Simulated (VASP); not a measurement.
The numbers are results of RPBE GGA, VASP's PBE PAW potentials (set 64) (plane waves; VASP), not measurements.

Input for VASP

### INCAR
```
! general
SYSTEM  = Ga atom
PREC    = Normal
ENCUT   = 520
LREAL   = .False.
LASPH   = .True.
ISYM    = 0

! electronic loop
EDIFF   = 1E-6
NELM    = 200
ALGO    = All
LMAXMIX = 4

! smearing
ISMEAR  = 0
SIGMA   = 0.01

! functional
GGA     = RP

! spin
ISPIN   = 2
MAGMOM  = 1
NUPDOWN = 1

! output
LWAVE   = .False.
LCHARG  = .False.
LORBIT  = 10
```

**KPOINTS**
```
Automatic mesh
0
Gamma
1 1 1
0 0 0
```

File POSCAR:
```
Ga atom
1
   12.0000000000     0.0000000000     0.0000000000
    0.0000000000    12.5000000000     0.0000000000
    0.0000000000     0.0000000000    13.0000000000
Ga
1
Direct
  0.0000000000   0.0000000000   0.0000000000
```

POTCAR, in this order: Ga_d (PBE.64 set). Program: vasp_gam. Read from the step before: WAVECAR.

What VASP printed:

OSZICAR:
```
       N       E                     dE             d eps       ncg     rms           ort
SDA:   1    -0.311295101401E+00   -0.31130E+00    0.00000E+00    11   0.141E-01   0.000E+00
CGA:   2    -0.314045100416E+00   -0.27500E-02   -0.27500E-02    11   0.317E-02  -0.496E-05
CGA:   3    -0.314958734616E+00   -0.91363E-03   -0.91302E-03    11   0.693E-03   0.688E-05
CGA:   4    -0.315149078520E+00   -0.19034E-03   -0.19039E-03    11   0.381E-03  -0.412E-06
CGA:   5    -0.315228598168E+00   -0.79520E-04   -0.79510E-04    11   0.603E-04  -0.145E-05
CGA:   6    -0.315247608546E+00   -0.19010E-04   -0.18921E-04    11   0.142E-04   0.881E-06
CGA:   7    -0.315252307083E+00   -0.46985E-05   -0.46238E-05    11   0.350E-05   0.782E-06
CGA:   8    -0.315253542308E+00   -0.12352E-05   -0.12225E-05    11   0.161E-05   0.133E-06
CGA:   9    -0.315254175832E+00   -0.63352E-06   -0.63874E-06    11   0.143E-05  -0.366E-07
CGA:  10    -0.315255227049E+00   -0.10512E-05   -0.11264E-05    11   0.297E-05  -0.137E-06
CGA:  11    -0.315258388601E+00   -0.31616E-05   -0.31811E-05    11   0.834E-05  -0.574E-07
CGA:  12    -0.315269971286E+00   -0.11583E-04   -0.11623E-04    11   0.268E-04  -0.128E-06
CGA:  13    -0.315284468289E+00   -0.14497E-04   -0.14850E-04    11   0.456E-04  -0.270E-06
CGA:  14    -0.315295382467E+00   -0.10914E-04   -0.11946E-04    11   0.297E-04   0.179E-05
CGA:  15    -0.315304855098E+00   -0.94726E-05   -0.97837E-05    11   0.205E-04   0.580E-06
CGA:  16    -0.315311273590E+00   -0.64185E-05   -0.64213E-05    11   0.969E-05  -0.133E-06
CGA:  17    -0.315314310299E+00   -0.30367E-05   -0.30295E-05    11   0.402E-05   0.475E-07
CGA:  18    -0.315315302163E+00   -0.99186E-06   -0.10126E-05    11   0.117E-05   0.106E-06
   1 F= -.31531530E+00 E0= -.31531530E+00  d E =-.640361E-23  mag=     1.0000
```

File OUTCAR:
```
------------------------ aborting loop because EDIFF is reached ----------------------------------------
  FORCE on cell =-STRESS in cart. coord.  units (eV):
  Direction    XX          YY          ZZ          XY          YZ          ZX
  --------------------------------------------------------------------------------------
  Total       -0.0010994      0.0036864      0.0041929      0.0000855      0.0007424      0.0000082
  in kB       -0.0009033      0.0030289      0.0034450      0.0000702      0.0006100      0.0000068
  external PRESSURE =       0.0018569 kB  Pullay stress =       0.0000000 kB
  volume of cell :     1950.00
      direct lattice vectors                 reciprocal lattice vectors
    12.000000000  0.000000000  0.000000000     0.083333333  0.000000000  0.000000000
     0.000000000 12.500000000  0.000000000     0.000000000  0.080000000  0.000000000
     0.000000000  0.000000000 13.000000000     0.000000000  0.000000000  0.076923077
 POSITION                                       TOTAL-FORCE (eV/Angst)
 -----------------------------------------------------------------------------------
      0.00000      0.00000      0.00000        -0.000001     -0.000000      0.000000
 -----------------------------------------------------------------------------------
    total drift:                               -0.000001     -0.000000      0.000000
  FREE ENERGIE OF THE ION-ELECTRON SYSTEM (eV)
  ---------------------------------------------------
  free  energy   TOTEN  =        -0.3153153022 eV

  energy  without entropy=       -0.3153153022  energy(sigma->0) =       -0.31531530

 total charge

# of ion       s       p       d       tot
------------------------------------------
    1        1.193   0.281   9.914  11.388

 magnetization (x)

# of ion       s       p       d       tot
------------------------------------------
    1       -0.006   0.281  -0.003   0.272
```
(Selected blocks of OUTCAR.)

OUTCAR:
```
 val. band max:       -2.8262320919   @ k =   0.0000   0.0000   0.0000

 cond. band min:      -2.4977160930   @ k =   0.0000   0.0000   0.0000


 Fermi energy:        -2.7559503411

 spin component 1

 k-point     1 :       0.0000    0.0000    0.0000
  band No.  band energies     occupation
      1     -19.0632      1.00000
      2     -19.0632      1.00000
      3     -18.8896      1.00000
      4     -18.8895      1.00000
      5     -18.8225      1.00000
      6      -8.9232      1.00000
      7      -2.8262      1.00000
      8      -2.4977      0.00000
      9      -2.4974      0.00000
     10      -0.5569      0.00000
     11       0.4475      0.00000

 Fermi energy:        -8.2301082942

 spin component 2

 k-point     1 :       0.0000    0.0000    0.0000
  band No.  band energies     occupation
      1     -19.0676      1.00000
      2     -19.0676      1.00000
      3     -18.8098      1.00000
      4     -18.8098      1.00000
      5     -18.7290      1.00000
      6      -8.3096      1.00000
      7      -2.1907      0.00000
      8      -2.1908      0.00000
      9      -1.4965      0.00000
     10      -0.0556      0.00000
     11       1.0147      0.00000
```

The atom may not be in its lowest state.

The cell is a free atom in a box.
